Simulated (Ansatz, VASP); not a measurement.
# One calculation of NbRu3C, two programs

The input INCAR:

```
ALGO = Normal ; EDIFF = 1E-6
ENCUT = 520 ; GGA = PE
ISIF = 2 ; ISMEAR = 1
LASPH = T ; LCHARG = F
LREAL = F ; LWAVE = F
NBANDS = 38 ; NELM = 60
PREC = Accurate ; SIGMA = 0.05
```

Contents of KPOINTS:

```
k-points
0
Gamma
  6 6 6
```

The input POSCAR:

```
NbRu3C
1.0
    4.0651400000      0.0000000000      0.0000000000
    0.0000000000      4.0651400000      0.0000000000
    0.0000000000      0.0000000000      4.0651400000
Nb Ru C
1 3 1
Direct
    0.0000000000      0.0000000000      0.0000000000
    0.0000000000      0.5000000000      0.5000000000
    0.5000000000      0.0000000000      0.5000000000
    0.5000000000      0.5000000000      0.0000000000
    0.5000000000      0.5000000000      0.5000000000
```

Input for Ansatz:

```yaml
crystal:
  lattice:
    - [4.06514, 0.0, 0.0]
    - [0.0, 4.06514, 0.0]
    - [0.0, 0.0, 4.06514]
  atoms:
    - { symbol: Nb, position: [0.0, 0.0, 0.0] }
    - { symbol: Ru, position: [0.0, 0.5, 0.5] }
    - { symbol: Ru, position: [0.5, 0.0, 0.5] }
    - { symbol: Ru, position: [0.5, 0.5, 0.0] }
    - { symbol: C, position: [0.5, 0.5, 0.5] }
basis:
  ecutwfc: 550.0
kpoints:
  mp_grid:
    grid: [6, 6, 6]
hamiltonian:
  xc: pbe
  pseudopotentials:
    kind: paw
scf:
  max_iter: 50
  convergence:
    dr2_threshold: 1.0e-09
  occupations:
    method: methfessel_paxton
    width: 0.05
output:
  stress: true
```

The cell comes from a database or a generator and needn't be the stable form of this composition.

Alike in both runs: task single point; functional PBE; k mesh 6 × 6 × 6; occupations methfessel-paxton of order 1, width 0.05 eV; no spin polarisation.

|  | VASP | Ansatz |
| --- | --- | --- |
| version | VASP 6.6.1 | Ansatz 0.2.0 |
| potentials or method | VASP PAW PBE potentials, release 64 (Nb_sv, Ru_pv, C) | plane waves, PAW |
| plane-wave cutoff (eV) | 520 | 550 |
| valence electrons in the cell | 59 | 65 |

Ansatz gave:

| Item | Value |
| --- | --- |
| pressure (GPa) | -3.3 |

Problem. Estimate VASP's values.

Solution. Pressure (GPa): -3.4.

The functional is the same, so the differences come from potentials, cutoffs and numerics. The two sets of potentials don't hold the same shells in valence. Ansatz warned: «stress_scf_threshold_loose».
